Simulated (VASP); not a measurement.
Computed with eigenvalue-self-consistent GW0 on PBE orbitals, VASP's PBE PAW potentials (set 64) (plane waves; VASP).

Input for VASP

### INCAR
```
ALGO  =  EVGW0
ENCUT  =  500
ENCUTGW  =  200
GGA  =  PE
ISMEAR  =  0
LASPH  =  T
LCHARG  =  F
LREAL  =  F
LSPECTRALGW  =  T
LWAVE  =  F
NBANDS  =  160
NBANDSGW  =  12
NELMGW  =  4
NOMEGA  =  64
PREC  =  Normal
SIGMA  =  0.01
SYSTEM  =  BP
```

File KPOINTS:
```
Automatic mesh
0
Gamma
4 4 4
0 0 0
```

POSCAR:
```
BP
1
    0.0000000000     2.2700000000     2.2700000000
    2.2700000000     0.0000000000     2.2700000000
    2.2700000000     2.2700000000     0.0000000000
B P
1 1
Direct
  0.0000000000   0.0000000000   0.0000000000
  0.2500000000   0.2500000000   0.2500000000
```

POTCAR, in this order: B_GW P_GW (PBE.64 set). Program: vasp_std. Read from the step before: WAVECAR, WAVEDER.

The resulting files:

**OSZICAR**
```
energies w=
    0.000    0.000    0.548    0.000    1.095    0.000    1.639    0.000
    2.179    0.000    2.715    0.000    3.246    0.000    3.770    0.000
    4.288    0.000    4.798    0.000    5.302    0.000    5.799    0.000
    6.288    0.000    6.772    0.000    7.249    0.000    7.720    0.000
    8.187    0.000    8.649    0.000    9.109    0.000    9.565    0.000
   10.020    0.000   10.474    0.000   10.929    0.000   11.385    0.000
   11.843    0.000   12.306    0.000   12.773    0.000   13.246    0.000
   13.728    0.000   14.219    0.000   14.721    0.000   15.236    0.000
   15.767    0.000   16.314    0.000   16.883    0.000   17.473    0.000
   18.090    0.000   18.737    0.000   19.417    0.000   20.136    0.000
   20.899    0.000   21.714    0.000   22.587    0.000   23.527    0.000
   24.546    0.000   25.656    0.000   26.873    0.000   28.216    0.000
   29.709    0.000   31.381    0.000   33.271    0.000   35.427    0.000
   37.912    0.000   40.812    0.000   44.242    0.000   48.362    0.000
   53.407    0.000   59.725    0.000   67.864    0.000   78.729    0.000
   93.948    0.000  116.753    0.000  154.609    0.000  229.542    0.000
NQ=   1    0.0000    0.0000    0.0000,
 performed        110000 updates of chi_q(r,r)
NQ=   2    0.2500    0.0000    0.0000,
 performed        328000 updates of chi_q(r,r)
NQ=   3    0.5000    0.0000    0.0000,
 performed        515000 updates of chi_q(r,r)
NQ=   4    0.2500    0.2500    0.0000,
 performed        733000 updates of chi_q(r,r)
NQ=   5    0.5000    0.2500    0.0000,
 performed       1035000 updates of chi_q(r,r)
NQ=   6   -0.2500    0.2500    0.0000,
 performed       1306000 updates of chi_q(r,r)
NQ=   7    0.5000    0.5000    0.0000,
 performed       1470000 updates of chi_q(r,r)
NQ=   8   -0.2500    0.5000    0.2500,
 performed       1680000 updates of chi_q(r,r)
 resolving degeneracies of screened two electron integrals
NQ=   1    0.0000    0.0000    0.0000,
 performed        110000 updates of chi_q(r,r)
NQ=   2    0.2500    0.0000    0.0000,
 performed        328000 updates of chi_q(r,r)
NQ=   3    0.5000    0.0000    0.0000,
 performed        515000 updates of chi_q(r,r)
NQ=   4    0.2500    0.2500    0.0000,
 performed        733000 updates of chi_q(r,r)
NQ=   5    0.5000    0.2500    0.0000,
 performed       1035000 updates of chi_q(r,r)
NQ=   6   -0.2500    0.2500    0.0000,
 performed       1306000 updates of chi_q(r,r)
NQ=   7    0.5000    0.5000    0.0000,
 performed       1470000 updates of chi_q(r,r)
NQ=   8   -0.2500    0.5000    0.2500,
 performed       1680000 updates of chi_q(r,r)
 resolving degeneracies of screened two electron integrals
NQ=   1    0.0000    0.0000    0.0000,
 performed        110000 updates of chi_q(r,r)
NQ=   2    0.2500    0.0000    0.0000,
 performed        328000 updates of chi_q(r,r)
NQ=   3    0.5000    0.0000    0.0000,
 performed        515000 updates of chi_q(r,r)
NQ=   4    0.2500    0.2500    0.0000,
 performed        733000 updates of chi_q(r,r)
NQ=   5    0.5000    0.2500    0.0000,
 performed       1035000 updates of chi_q(r,r)
NQ=   6   -0.2500    0.2500    0.0000,
 performed       1306000 updates of chi_q(r,r)
NQ=   7    0.5000    0.5000    0.0000,
 performed       1470000 updates of chi_q(r,r)
NQ=   8   -0.2500    0.5000    0.2500,
 performed       1680000 updates of chi_q(r,r)
 resolving degeneracies of screened two electron integrals
NQ=   1    0.0000    0.0000    0.0000,
 performed        110000 updates of chi_q(r,r)
NQ=   2    0.2500    0.0000    0.0000,
 performed        328000 updates of chi_q(r,r)
NQ=   3    0.5000    0.0000    0.0000,
 performed        515000 updates of chi_q(r,r)
NQ=   4    0.2500    0.2500    0.0000,
 performed        733000 updates of chi_q(r,r)
NQ=   5    0.5000    0.2500    0.0000,
 performed       1035000 updates of chi_q(r,r)
NQ=   6   -0.2500    0.2500    0.0000,
 performed       1306000 updates of chi_q(r,r)
NQ=   7    0.5000    0.5000    0.0000,
 performed       1470000 updates of chi_q(r,r)
NQ=   8   -0.2500    0.5000    0.2500,
 performed       1680000 updates of chi_q(r,r)
 resolving degeneracies of screened two electron integrals
```

### OUTCAR
```


 k-point   1 :       0.0000    0.0000    0.0000
  band No. old QP-enery  QP-energies   sigma(KS)   T+V_ion+V_H  V^pw_x(r,r')   Z            occupation Imag(sigma)

      1      -9.4279      -9.4410     -13.1916       3.7457     -20.4541       0.7280       2.0000       1.4338
      2       6.4178       6.4145     -14.0525      20.4661     -15.2396       0.7907       2.0000       0.0449
      3       6.4178       6.4145     -14.0525      20.4661     -15.2396       0.7907       2.0000       0.0449
      4       6.4178       6.4145     -14.0525      20.4661     -15.2396       0.7907       2.0000       0.0449
      5      10.8352      10.8343     -11.7762      22.6103      -6.9477       0.7843       0.0000      -0.0737
      6      10.8352      10.8343     -11.7762      22.6103      -6.9477       0.7843       0.0000      -0.0737
      7      10.8352      10.8343     -11.7762      22.6103      -6.9477       0.7843       0.0000      -0.0737
      8      14.7966      14.7966     -12.4690      27.2657      -6.0835       0.7598       0.0000      -0.1743
      9      18.4804      18.4805      -9.5955      28.0761      -3.3004       0.7858       0.0000      -0.3116
     10      19.5657      19.5661     -11.3369      30.9031      -4.9388       0.7634       0.0000      -0.2732
     11      19.5657      19.5661     -11.3369      30.9031      -4.9388       0.7634       0.0000      -0.2732
     12      22.8742      22.8747      -9.8508      32.7255      -2.7841       0.7862       0.0000      -0.6368

 k-point   2 :       0.2500    0.0000    0.0000
  band No. old QP-enery  QP-energies   sigma(KS)   T+V_ion+V_H  V^pw_x(r,r')   Z            occupation Imag(sigma)

      1      -8.2792      -8.2919     -13.2485       4.9516     -20.1283       0.7133       2.0000       1.2285
      2       1.3470       1.3410     -13.3936      14.7326     -16.1645       0.7542       2.0000       0.1235
      3       5.2549       5.2511     -13.8504      19.1005     -15.3393       0.7854       2.0000       0.0523
      4       5.2549       5.2511     -13.8504      19.1005     -15.3393       0.7854       2.0000       0.0523
      5      11.3493      11.3486     -11.9064      23.2548      -6.8105       0.7825       0.0000      -0.0824
      6      12.2342      12.2337     -11.7749      24.0084      -6.5585       0.7776       0.0000      -0.0920
      7      12.2342      12.2337     -11.7749      24.0084      -6.5585       0.7776       0.0000      -0.0920
      8      17.0345      17.0349     -11.7632      28.7983      -4.9623       0.7498       0.0000      -0.2722
      9      18.3156      18.3159     -10.8998      29.2158      -4.6644       0.7700       0.0000      -0.2702
     10      18.3156      18.3159     -10.8998      29.2158      -4.6644       0.7700       0.0000      -0.2702
     11      20.1043      20.1047      -9.9903      30.0951      -3.3659       0.7723       0.0000      -0.3948
     12      23.4938      23.4944     -10.4892      33.9838      -3.2221       0.7662       0.0000      -0.6262

 k-point   3 :       0.5000    0.0000    0.0000
  band No. old QP-enery  QP-energies   sigma(KS)   T+V_ion+V_H  V^pw_x(r,r')   Z            occupation Imag(sigma)

      1      -6.0028      -6.0137     -13.6335       7.6156     -19.6994       0.7206       2.0000       0.8668
      2      -2.9369      -2.9459     -12.8226       9.8734     -17.4348       0.7293       2.0000       0.4175
      3       4.5565       4.5523     -13.8847      18.4358     -15.6817       0.7786       2.0000       0.0599
      4       4.5565       4.5523     -13.8847      18.4358     -15.6817       0.7786       2.0000       0.0599
      5      11.0957      11.0949     -11.9122      23.0069      -6.7733       0.7820       0.0000      -0.0807
      6      12.1617      12.1613     -11.2608      23.4220      -6.0515       0.7851       0.0000      -0.0917
      7      12.1617      12.1613     -11.2608      23.4220      -6.0515       0.7851       0.0000      -0.0917
      8      17.3354      17.3359     -10.0711      27.4071      -3.4259       0.7594       0.0000      -0.2847
      9      21.9893      21.9901     -11.5617      33.5521      -4.1265       0.7566       0.0000      -0.5904
     10      21.9893      21.9901     -11.5617      33.5521      -4.1265       0.7566       0.0000      -0.5904
     11      22.1382      22.1390     -10.7149      32.8541      -3.5382       0.7677       0.0000      -0.5008
     12      24.7987      24.7991     -11.5922      36.3915      -4.0705       0.7678       0.0000      -0.8181

 k-point   4 :       0.2500    0.2500    0.0000
  band No. old QP-enery  QP-energies   sigma(KS)   T+V_ion+V_H  V^pw_x(r,r')   Z            occupation Imag(sigma)

      1      -7.8941      -7.9062     -13.2648       5.3542     -20.0043       0.7296       2.0000       1.1680
      2       2.5021       2.4966     -14.0469      16.5417     -16.5089       0.7607       2.0000       0.0976
      3       3.5574       3.5528     -13.5239      17.0753     -15.5342       0.7733       2.0000       0.0703
      4       3.5574       3.5528     -13.5239      17.0753     -15.5342       0.7733       2.0000       0.0703
      5       9.0911       9.0900     -11.1714      20.2611      -6.6621       0.7953       0.0000      -0.0628
      6      12.2468      12.2465     -10.4701      22.7165      -5.1925       0.7900       0.0000      -0.0944
      7      15.2711      15.2712     -12.2776      27.5488      -6.1750       0.7605       0.0000      -0.1783
      8      15.2711      15.2712     -12.2776      27.5488      -6.1750       0.7605       0.0000      -0.1783
      9      19.5540      19.5546     -12.3207      31.8756      -5.1521       0.7458       0.0000      -0.4044
     10      21.1353      21.1360     -11.4022      32.5383      -4.5938       0.7640       0.0000      -0.4283
     11      22.6112      22.6118     -10.4741      33.0860      -3.3791       0.7675       0.0000      -0.5365
     12      25.6943      25.6950     -10.4610      36.1562      -2.8436       0.7685       0.0000      -0.9159

 k-point   5 :       0.5000    0.2500    0.0000
  band No. old QP-enery  QP-energies   sigma(KS)   T+V_ion+V_H  V^pw_x(r,r')   Z            occupation Imag(sigma)

      1      -5.6064      -5.6171     -13.5583       7.9369     -19.4318       0.7098       2.0000       0.7884
      2      -1.5985      -1.6067     -13.3646      11.7549     -17.4952       0.7295       2.0000       0.3027
      3       1.4235       1.4178     -13.2067      14.6226     -15.8551       0.7603       2.0000       0.1187
      4       3.0624       3.0574     -13.5597      16.6156     -15.7936       0.7695       2.0000       0.0781
      5       9.7986       9.7977     -10.8502      20.6477      -6.1159       0.7954       0.0000      -0.0688
      6      13.7933      13.7932     -11.1523      24.9454      -5.5641       0.7780       0.0000      -0.1230
      7      15.6766      15.6768     -11.7715      27.4484      -5.5485       0.7634       0.0000      -0.1970
      8      15.8234      15.8236     -12.1571      27.9808      -5.8091       0.7573       0.0000      -0.2027
      9      20.6281      20.6290     -11.6751      32.3044      -4.2171       0.7448       0.0000      -0.4945
     10      22.1485      22.1493     -11.5743      33.7239      -4.1953       0.7533       0.0000      -0.5832
     11      24.7470      24.7478     -11.6100      36.3581      -3.7216       0.7417       0.0000      -0.7620
     12      25.6251      25.6257     -10.5730      36.1988      -3.1343       0.7657       0.0000      -0.7706

 k-point   6 :      -0.2500    0.2500    0.0000
  band No. old QP-enery  QP-energies   sigma(KS)   T+V_ion+V_H  V^pw_x(r,r')   Z            occupation Imag(sigma)

      1      -6.5238      -6.5348     -13.4222       6.8831     -19.6547       0.7208       2.0000       0.9407
      2      -0.3438      -0.3513     -13.6129      13.2589     -17.2372       0.7337       2.0000       0.2118
      3       0.9575       0.9515     -12.9487      13.8983     -15.7154       0.7604       2.0000       0.1314
      4       4.3817       4.3775     -13.7718      18.1482     -15.5494       0.7795       2.0000       0.0604
      5      11.2156      11.2150     -11.1485      22.3634      -6.1013       0.7872       0.0000      -0.0802
      6      13.9163      13.9162     -11.7789      25.6951      -5.8925       0.7638       0.0000      -0.1427
      7      14.8928      14.8927     -11.9450      26.8377      -6.1597       0.7702       0.0000      -0.1487
      8      16.2309      16.2312     -11.6543      27.8856      -5.1086       0.7578       0.0000      -0.2271
      9      17.2965      17.2967     -10.8350      28.1317      -4.9007       0.7742       0.0000      -0.2166
     10      20.0628      20.0635     -11.4166      31.4803      -4.1685       0.7498       0.0000      -0.4501
     11      24.8861      24.8869     -11.5826      36.4698      -3.6372       0.7476       0.0000      -0.7896
     12      25.4454      25.4461     -10.5509      35.9973      -3.0507       0.7636       0.0000      -0.7591

 k-point   7 :       0.5000    0.5000    0.0000
  band No. old QP-enery  QP-energies   sigma(KS)   T+V_ion+V_H  V^pw_x(r,r')   Z            occupation Imag(sigma)

      1      -4.4336      -4.4436     -13.6872       9.2396     -19.0240       0.7144       2.0000       0.6075
      2      -2.5280      -2.5372     -13.4897      10.9489     -18.1930       0.7174       2.0000       0.4038
      3       2.0885       2.0829     -13.4615      15.5426     -16.0601       0.7605       2.0000       0.0960
      4       2.0885       2.0829     -13.4615      15.5426     -16.0601       0.7605       2.0000       0.0960
      5       8.5097       8.5085     -10.7509      19.2591      -6.2450       0.7990       0.0000      -0.0623
      6       8.8685       8.8675     -10.5622      19.4294      -6.0337       0.8036       0.0000      -0.0625
      7      19.7149      19.7158     -12.3500      32.0661      -4.6150       0.7299       0.0000      -0.4759
      8      19.7149      19.7158     -12.3500      32.0661      -4.6150       0.7299       0.0000      -0.4759
      9      22.8186      22.8197     -11.9312      34.7513      -3.9980       0.7597       0.0000      -0.6760
...
```
(Selected blocks of OUTCAR.)

The mesh is coarse and the basis finite, so the quasiparticle values are not converged.

The compound is BP in the zinc blende structure. The cell was not relaxed at this level. The k-mesh is coarse (spacing up to 0.60 per Å, 2π included), so the numbers may not be converged in it.
